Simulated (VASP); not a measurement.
An input for Ansatz (written as the equivalent of a VASP run, and not itself run):

Ansatz 0.2 input:
```yaml
crystal:
  lattice:
    - [0.0000000, 3.1672919, 3.1672919]
    - [3.1672919, 0.0000000, 3.1672919]
    - [3.1672919, 3.1672919, 0.0000000]
  atoms:
    - { symbol: K, position: [0.0000000, 0.0000000, 0.0000000] }
    - { symbol: I, position: [0.5000000, 0.5000000, 0.5000000] }
kpoints:
  mp_grid: { grid: [7, 7, 7] }
hamiltonian:
  xc: pbe
  pseudopotentials: { kind: paw }
scf:
  occupations: { method: gaussian, width: 0.05 }
  max_iter: 100
relax:
  max_steps: 40
  f_tol: 0.02
  cell: { p_target: 10 }
output: { forces: true, stress: true, eigenvalues: true }
```

**Question.** Write the VASP files for the same calculation (PBE).

**Answer.** One answer among several that fit: 
KPOINTS:
```
kpoints
0
G
7 7 7
```

File POSCAR:
```
KI
1.0
  0.0000000000   3.1672919467   3.1672919467
  3.1672919467   0.0000000000   3.1672919467
  3.1672919467   3.1672919467   0.0000000000
K I
1 1
Cartesian
  0.0000000000   0.0000000000   0.0000000000
  3.1672919467   3.1672919467   3.1672919467
```

**INCAR**
```
# general
SYSTEM  = KI
PREC    = Accurate
ENCUT   = 500   # plane-wave cut-off (eV)
LREAL   = .FALSE.   # projection in real space or not
LASPH   = .TRUE.   # aspherical one-centre terms

# electronic loop
EDIFF   = 1E-6   # SCF stop (eV)
NELM    = 100   # most electronic steps
ALGO    = Normal   # blocked Davidson
LMAXMIX = 4   # l cut-off of mixed one-centre charges

# smearing
ISMEAR  = 0   # Gaussian
SIGMA   = 0.05

# functional
GGA     = PE   # PBE

# ions
IBRION  = 2   # conjugate gradients
NSW     = 40   # most ionic steps
ISIF    = 3
EDIFFG  = -0.02   # ionic stop
PSTRESS = 100

# output
LWAVE   = .FALSE.
LCHARG  = .FALSE.
```

POTCAR, in this order: K_sv I (PBE.64 set). Program: vasp_std.

What does not carry over: each code has its own PAW files, so the cut-off isn't converted (ENCUT is set for VASP's; basis.ecutwfc is left out, and Ansatz then takes the one that its files recommend); Ansatz stops its SCF on the density residual and VASP on the energy change (EDIFF).

The compound is KI in the rock salt structure. It was relaxed first under an external pressure of 10 GPa.
